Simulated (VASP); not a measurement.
**Al3Ga5As8: relaxation of cell and atoms with PBEsol**

The system is Al3Ga5As8.

```xyz
16
Lattice="-5.6708 5.6708 0.0000 -5.6708 0.0000 5.6708 0.0000 5.6708 5.6708" Properties=species:S:1:pos:R:3 pbc="T T T"
Al  -11.3416   11.3391   11.3391
Al   -8.5086    8.5062   11.3391
Al   -8.5086   11.3391    8.5062
Ga  -11.3401    8.5077    8.5077
Ga   -5.6723    8.5047    8.5047
Ga   -8.5045    5.6725    8.5062
Ga   -8.5045    8.5062    5.6725
Ga   -5.6708    5.6725    5.6725
As   -9.9236    7.0888    7.0888
As   -7.0882    4.2534    7.0888
As   -7.0882    7.0888    4.2534
As   -9.9234    9.9244    9.9244
As   -4.2531    4.2531    4.2531
As   -7.0885    7.0885    9.9241
As   -7.0885    9.9241    7.0885
As   -4.2529    7.0885    7.0885
```

The cell was built by a generator and needn't be a form met in nature.

| Property | Result |
| --- | --- |
| Program | VASP 6.6.1 |
| Task | relaxation of cell and atoms |
| Functional | PBEsol |
| Potentials or basis | VASP PAW PBE potentials, release 64 (Al, Ga_d, As) |
| Cutoff | 600 eV |
| k mesh | 6 × 6 × 5 |
| Occupations | gaussian, width 0.03 eV |
| Spin | no spin polarisation |
| Further INCAR settings | ALGO = Normal; EDIFF = 1e-07; IBRION = 2; EDIFFG = -0.005; NSW = 90; ISIF = 3 |

```yaml
Relaxed_volume: 22.80 Å³/atom
Relaxed_cell: a = 8.020 Å, b = 8.020 Å, c = 8.020 Å, α = 60.00°, β = 60.00°, γ = 60.00°
Space_group_after_relaxing_to_0.05_Å: R3m (No. 160)
Energy_gained_by_relaxing: 0.0 meV/atom
Ionic_steps: 2
Pressure_after_relaxing: 0.0 GPa
Band_gap_on_the_k_mesh: 0.73 eV, direct
```

Forces on the atoms (eV/Å):
```
Al   0.000 -0.001 -0.001
Al  -0.001  0.000 -0.001
Al  -0.001 -0.001  0.000
Ga   0.000  0.000  0.000
Ga   0.001  0.001  0.001
Ga   0.001  0.001  0.001
Ga   0.001  0.001  0.001
Ga   0.001  0.001  0.001
As  -0.001 -0.001 -0.001
As  -0.001 -0.001 -0.001
As  -0.001 -0.001 -0.001
As   0.000  0.000  0.000
As   0.000  0.000  0.000
As   0.001  0.001  0.001
As   0.001  0.001  0.001
As   0.001  0.001  0.001
```

Final structure:
```
Al Ga As
1.0
    -5.67112    5.67112    0.00000
    -5.67112    0.00000    5.67112
     0.00010    5.67121    5.67121
Al Ga As
3 5 8
Cartesian
  -11.3421 11.3397 11.3397
  -8.5092 8.5068 11.3397
  -8.5092 11.3397 8.5068
  -11.3407 8.5082 8.5082
  -5.6726 8.5052 8.5052
  -8.5049 5.6729 8.5067
  -8.5049 8.5067 5.6729
  -5.6711 5.6729 5.6729
  -9.9242 7.0892 7.0892
  -7.0886 4.2536 7.0892
  -7.0886 7.0892 4.2536
  -9.9239 9.9250 9.9250
  -4.2532 4.2534 4.2534
  -7.0887 7.0891 9.9249
  -7.0887 9.9249 7.0891
  -4.2529 7.0891 7.0891
```

Levels at points of the mesh, in eV from the valence-band top:
```tsv
k point	band 55	band 56	band 57	band 58	band 59	band 60
(0.00, 0.00, 0.00)	-0.01	0.00	0.00	0.73	0.97	1.24
(0.50, 0.00, 0.00)	-0.63	-0.57	-0.57	1.65	1.76	2.01
(0.50, 0.50, 0.00)	-1.09	-1.09	-1.07	2.04	2.13	2.74
```

Wall time 9.6 min on 4 MPI ranks on Intel(R) Xeon(R) 6975P-C (Granite Rapids), on a shared host, peak memory 1.5 GiB a rank.

Caveat: the PAW data sets were made with another functional, which shifts forces and pressure a little. As with any semilocal functional, this PBEsol gap is likely too small.
